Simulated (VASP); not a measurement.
Output of a VASP run:

### OSZICAR
```
       N       E                     dE             d eps       ncg     rms          rms(c)
DAV:   1     0.283665440798E+02    0.28367E+02   -0.86616E+03  2288   0.141E+03
DAV:   2    -0.229936120569E+02   -0.51360E+02   -0.48924E+02  2992   0.237E+02
DAV:   3    -0.249962493507E+02   -0.20026E+01   -0.19672E+01  2926   0.347E+01
DAV:   4    -0.250152697631E+02   -0.19020E-01   -0.19005E-01  2664   0.346E+00
DAV:   5    -0.250155008905E+02   -0.23113E-03   -0.23110E-03  2995   0.323E-01    0.654E+01
DAV:   6    -0.222436856401E+02    0.27718E+01   -0.17093E+01  2516   0.219E+01    0.452E+01
DAV:   7    -0.221832145270E+02    0.60471E-01   -0.51821E-01  2597   0.575E+00    0.238E+01
DAV:   8    -0.221734279645E+02    0.97866E-02   -0.33056E-02  2542   0.182E+00    0.412E+00
DAV:   9    -0.221701154694E+02    0.33125E-02   -0.16927E-02  2596   0.787E-01    0.182E+00
DAV:  10    -0.221698652421E+02    0.25023E-03   -0.98656E-04  2671   0.261E-01    0.163E-01
DAV:  11    -0.221698632271E+02    0.20150E-05   -0.77715E-05  2678   0.736E-02    0.495E-02
DAV:  12    -0.221698612799E+02    0.19472E-05   -0.35539E-06  2553   0.175E-02    0.365E-02
DAV:  13    -0.221698610727E+02    0.20711E-06   -0.17206E-07  1270   0.454E-03
   1 F= -.20701037E+02 E0= -.20700991E+02  d E =-.207010E+02
```

File OUTCAR:
```
------------------------ aborting loop because EDIFF is reached ----------------------------------------
  FORCE on cell =-STRESS in cart. coord.  units (eV):
  Direction    XX          YY          ZZ          XY          YZ          ZX
  --------------------------------------------------------------------------------------
  Total        1.4605960      1.4605960      1.4605960      0.0000000      0.0000000      0.0000000
  in kB       99.4398155     99.4398155     99.4398155      0.0000000      0.0000000      0.0000000
  external PRESSURE =      -0.5601845 kB  Pullay stress =     100.0000000 kB
  volume of cell :       23.53
      direct lattice vectors                 reciprocal lattice vectors
     0.000000000  2.274487005  2.274487005    -0.219829790  0.219829790  0.219829790
     2.274487005  0.000000000  2.274487005     0.219829790 -0.219829790  0.219829790
     2.274487005  2.274487005  0.000000000     0.219829790  0.219829790 -0.219829790
 POSITION                                       TOTAL-FORCE (eV/Angst)
 -----------------------------------------------------------------------------------
      0.00000      0.00000      0.00000        -0.000000      0.000000      0.000000
      2.27449      2.27449      2.27449         0.000000     -0.000000     -0.000000
 -----------------------------------------------------------------------------------
    total drift:                                0.000000      0.000000      0.000000
  FREE ENERGIE OF THE ION-ELECTRON SYSTEM (eV)
  ---------------------------------------------------
  free  energy   TOTEN  =       -22.1698610727 eV

  energy  without entropy=      -22.1697245289  energy(sigma->0) =      -22.16981556
  enthalpy is  TOTEN    =       -20.7010369610 eV   P V=        1.4688241117

 reached required accuracy - stopping structural energy minimisation
```
(Selected blocks of OUTCAR.)

POSCAR:
```
HfC
1
    0.0000000000     2.2744870054     2.2744870054
    2.2744870054    -0.0000000000     2.2744870054
    2.2744870054     2.2744870054     0.0000000000
Hf C
1 1
Direct
  0.0000000000   0.0000000000   0.0000000000
  0.5000000000   0.5000000000   0.5000000000
```

Task: Reconstruct the remaining input files.

Result: One answer among several that fit: the input of the run itself, PBEsol GGA, plane waves, VASP's PBE PAW potentials (set 64).

### INCAR
```
SYSTEM=HfC
PREC=Accurate; ENCUT=620; LREAL=.FALSE.
LASPH=.TRUE.
EDIFF=1E-6; NELM=100; ALGO=Normal
LMAXMIX=6
ISMEAR=1; SIGMA=0.1
GGA=PS
IBRION=2; NSW=40; ISIF=3
EDIFFG=-0.02; PSTRESS=100
LWAVE=.FALSE.; LCHARG=.FALSE.
```

### KPOINTS
```
Automatic mesh
0
Gamma
14 14 14
0 0 0
```

POTCAR, in this order: Hf_pv C (PBE.64 set). Program: vasp_std.

The compound is HfC in the rock salt structure. It was relaxed first under an external pressure of 10 GPa.
